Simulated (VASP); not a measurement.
A convergence study with VASP on Tl (hcp): one setting is varied, all else stays as given below, so the limit is that of these other settings.

```
CELL_PARAMETERS angstrom
      1.73000    -2.99645     0.00000
      1.73000     2.99645     0.00000
      0.00000     0.00000     5.52000
ATOMIC_POSITIONS crystal
  Tl 0.33333 0.66667 0.25000
  Tl 0.66667 0.33333 0.75000
```

These are PBE GGA, VASP's PBE PAW potentials (set 64) (plane waves; VASP 6.6.1) values and carry that method's errors. The tightest run used: 550 eV cut-off, 22×22×13 Γ-centred mesh, first-order Methfessel-Paxton smearing of 0.10 eV, potentials Tl_d.

The settings run are 1×1×1 mesh; 2×2×1 mesh; 3×3×2 mesh; 4×4×2 mesh; 5×5×3 mesh; 6×6×3 mesh; 8×8×5 mesh; 9×9×5 mesh; 10×10×6 mesh; 11×11×6 mesh; 12×12×7 mesh; 13×13×7 mesh; 15×15×9 mesh; 16×16×9 mesh; 17×17×10 mesh; 18×18×10 mesh; 19×19×11 mesh; 21×21×12 mesh; 22×22×13 mesh. From which on does the stress (every component) stay within 0.5 GPa of the tightest run?

From 15×15×9 mesh on: it is off by 0.13 there and by no more than 0.5 in any finer run, while 13×13×7 mesh is off by 0.71.
```tsv
setting	E (eV/atom)	pressure (GPa)	irreducible k-points	difference judged (GPa)
1×1×1 mesh	-7.4518	-31.35	1	74.29
2×2×1 mesh	-2.0449	11.65	2	20.58
3×3×2 mesh	-1.8450	2.99	6	0.11
4×4×2 mesh	-2.1489	4.94	8	2.93
5×5×3 mesh	-2.1895	3.16	10	1.28
6×6×3 mesh	-2.1779	2.98	14	1.66
8×8×5 mesh	-2.1852	3.37	30	1.29
9×9×5 mesh	-2.1878	3.34	36	1.05
10×10×6 mesh	-2.2047	2.94	56	0.65
11×11×6 mesh	-2.2030	3.10	64	0.32
12×12×7 mesh	-2.1986	3.06	76	0.87
13×13×7 mesh	-2.2020	3.12	84	0.71
15×15×9 mesh	-2.2014	3.03	135	0.13
16×16×9 mesh	-2.1993	3.13	150	0.14
17×17×10 mesh	-2.2010	3.10	198	0.03
18×18×10 mesh	-2.2014	3.13	222	0.07
19×19×11 mesh	-2.2013	3.08	240	0.12
21×21×12 mesh	-2.2012	3.09	336	0.05
22×22×13 mesh	-2.2009	3.09	364	0.00
```

Left out are rungs that failed or repeat a setting and relaxations that didn't move; long series are thinned to 24 rows.

The compound is Tl in the hcp structure. The cell was not relaxed at this level.
